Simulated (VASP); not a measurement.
Here is the system:

```
CELL_PARAMETERS angstrom
      4.07123     0.00000     0.00000
      0.00000     4.07123     0.00000
      0.00000     0.00000     5.81669
ATOMIC_POSITIONS crystal
  La 0.50000 0.00000 0.71566
  La 0.00000 0.50000 0.28434
  O  0.00000 0.00000 0.50000
  O  0.50000 0.50000 0.50000
  F  0.50000 0.50000 0.00000
  F  0.00000 0.00000 0.00000
```

All values below come from r2SCAN meta-GGA, VASP's PBE PAW potentials (set 64) (plane waves; VASP). Run with 520 eV cut-off, 6×6×5 Γ-centred mesh, tetrahedra with Blöchl corrections, potentials La O F.

The cores are frozen, which limits the accuracy of field gradients.

### Question
Give the principal components of the electric field gradient (V/Å²) and the asymmetry η at each nucleus.

### Answer

| atom | Vxx | Vyy | Vzz | η |
|---|---|---|---|---|
| La1 | -16.5 | -16.5 | 33.0 | 0.00 |
| La2 | -16.5 | -16.5 | 33.0 | 0.00 |
| O3 | -0.9 | -0.9 | 1.8 | 0.00 |
| O4 | -0.9 | -0.9 | 1.8 | 0.00 |
| F5 | 0.3 | 0.3 | -0.6 | 0.00 |
| F6 | 0.3 | 0.3 | -0.6 | 0.00 |

The structure comes from a computed database's LaOF entry (P4/nmm); how it stands against other phases isn't given here. It was relaxed first.
